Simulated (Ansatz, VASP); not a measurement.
# Be2ZnTe5 in VASP and in Ansatz

The input INCAR:

```
SYSTEM = Be2ZnTe5
PREC = Accurate
ENCUT = 600
EDIFF = 1E-6
ISMEAR = 0
SIGMA = 0.2
LREAL = .FALSE.
LASPH = .TRUE.
NELM = 80
ALGO = Normal
ISIF = 3
LWAVE = .FALSE.
LCHARG = .FALSE.
GGA = PE
IBRION = 2
NSW = 36
EDIFFG = -0.08
```

Contents of KPOINTS:

```
Automatic mesh
0
G
  3 3 3
  0 0 0
```

The input POSCAR:

```
Be2ZnTe5
1.0
   -3.8750000000      3.8750000000      3.2000000000
    3.8750000000     -3.8750000000      3.2000000000
    3.8750000000      3.8750000000     -3.2000000000
Be Zn Te
2 1 5
Direct
    0.7500000000      0.2500000000      0.5000000000
    0.2500000000      0.7500000000      0.5000000000
    0.5000000000      0.5000000000      0.0000000000
    0.3320000000      0.8100000000      0.1420000000
    0.6680000000      0.1900000000      0.8580000000
    0.8100000000      0.6680000000      0.4780000000
    0.1900000000      0.3320000000      0.5220000000
    0.0000000000      0.0000000000      0.0000000000
```

Input for Ansatz:

```yaml
crystal:
  lattice:
    - [-3.875, 3.875, 3.2]
    - [3.875, -3.875, 3.2]
    - [3.875, 3.875, -3.2]
  atoms:
    - { symbol: Be, position: [0.75, 0.25, 0.5] }
    - { symbol: Be, position: [0.25, 0.75, 0.5] }
    - { symbol: Zn, position: [0.5, 0.5, 0.0] }
    - { symbol: Te, position: [0.332, 0.81, 0.142] }
    - { symbol: Te, position: [0.668, 0.19, 0.858] }
    - { symbol: Te, position: [0.81, 0.668, 0.478] }
    - { symbol: Te, position: [0.19, 0.332, 0.522] }
    - { symbol: Te, position: [0.0, 0.0, 0.0] }
basis:
  ecutwfc: 420
kpoints:
  mp_grid: { grid: [3, 3, 3] }
hamiltonian:
  xc: pbe
scf:
  occupations: { method: gaussian, width: 0.2 }
  lower_state_search: "off"
output:
  forces: true
  stress: true
  eigenvalues: true
relax:
  adjacent_minimum: "off"
  f_tol: 0.08
  max_steps: 16
  cell: { stress_tol: 0.8 }
```

Alike in both runs: task relaxation of cell and atoms; functional PBE; k mesh 3 × 3 × 3; occupations gaussian, width 0.2 eV; no spin polarisation.

```csv
,VASP,Ansatz
version,VASP 6.6.1,Ansatz 0.2.0
potentials or method,"VASP PAW PBE potentials, release 64 (Be, Zn, Te)","scalar-relativistic, plane waves, PAW"
plane-wave cutoff (eV),600,420
valence electrons in the cell,46,96
```

```tsv
	VASP	Ansatz	Ansatz less VASP
gap on the k mesh at the Fermi level, each at its own relaxed structure (eV)	0.73	0.73	-0.009
relaxed volume (Å³/atom)	25.37	25.40	+0.026
relaxed cell length with the largest relative difference (Å)	6.457	6.459	+0.0015
energy change over the relaxation (meV/atom)	-55	-56	-0.9
```

The two sets of potentials don't hold the same shells in valence.

Caveats: the k mesh is coarse (spacing up to 0.42 Å⁻¹), so the values aren't converged; spin-orbit coupling is left out, which moves the levels of the heavy elements; an odd mesh through Γ misses points on the zone boundary, where band edges often lie. A hybrid or GW would open this gap; PBE tends to underestimate it.
